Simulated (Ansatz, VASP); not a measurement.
## GeCN2: VASP beside Ansatz

```
CELL_PARAMETERS angstrom
1.79379 1.03565 4.92196
-1.79379 1.03565 4.92196
0.00000 -2.07129 4.92196
ATOMIC_POSITIONS crystal
Ge 0.00000 0.00000 0.00000
N 0.58390 0.58390 0.58390
N 0.41610 0.41610 0.41610
C 0.50000 0.50000 0.50000
```

The cell comes from a database or a generator and needn't be the stable form of this composition.

Alike in both runs: task single point; functional PBEsol; k mesh 9 × 9 × 9; occupations fermi-dirac, width 0.05 eV; no spin polarisation.

```csv
,VASP,Ansatz
version,VASP 6.6.1,Ansatz 0.2.0
potentials or method,"VASP PAW PBE potentials, release 64 (Ge_d, N, C)",Ansatz PAW
plane-wave cutoff (eV),520,420
valence electrons in the cell,28,28
```

VASP gave:

```
gap on the k mesh at the Fermi level (eV)       : 1.00
least direct gap on the mesh (eV)               : 1.82
pressure (GPa)                                  : -3.1
largest component of the traceless stress (GPa) : 0.55
rms of the force components (eV/Å)              : 0.077
```

**Question.** What did Ansatz give for the same quantities?

**Answer.** gap on the k mesh at the Fermi level (eV): 1.00; least direct gap on the mesh (eV): 1.84; pressure (GPa): -3.3; largest component of the traceless stress (GPa): 0.12; rms of the force components (eV/Å): 0.027.

Atom by atom the forces differ by 0.051 eV/Å (rms over components).

Caveats: the standard files for N, O and F lose accuracy on very short bonds (VASP); the PAW data sets were made with another functional, which shifts forces and pressure a little (VASP); an odd mesh through Γ misses points on the zone boundary, where band edges often lie (VASP); odd divisions of the mesh miss points on the zone boundary, where band edges often lie, so the gap on the mesh can be too wide (Ansatz); the pressure holds a Pulay correction of +0.5 GPa for the finite cutoff (Ansatz); the PAW data sets come from PBE, with cores solved anew for the run's functional, which leaves a small shift of forces and pressure (Ansatz). Expect the measured gap to be larger: semilocal functionals such as PBEsol lack the derivative discontinuity.
